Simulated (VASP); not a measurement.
Input:

```xyz
1
Lattice="0.0000 1.9016 1.9016 1.9016 0.0000 1.9016 1.9016 1.9016 0.0000" Properties=species:S:1:pos:R:3 pbc="T T T"
Ir     0.0000     0.0000     0.0000
```

The numbers are results of PBE GGA with D3 dispersion (Becke-Johnson damping), VASP's PBE PAW potentials (set 64) (plane waves; VASP 6.6.1), not measurements. Run with 520 eV cut-off, 16×16×16 Γ-centred mesh, first-order Methfessel-Paxton smearing of 0.10 eV, potentials Ir.

Problem. Give the stress tensor in GPa (positive for a compressed cell).

Solution. 
```
12.84   0.00   0.00
 0.00  12.84   0.00
 0.00   0.00  12.84
```
The pressure is its mean diagonal, 12.84 GPa.

The compound is Ir in the fcc structure. This cell is one point of a volume scan, at 0.97 of the reference volume.
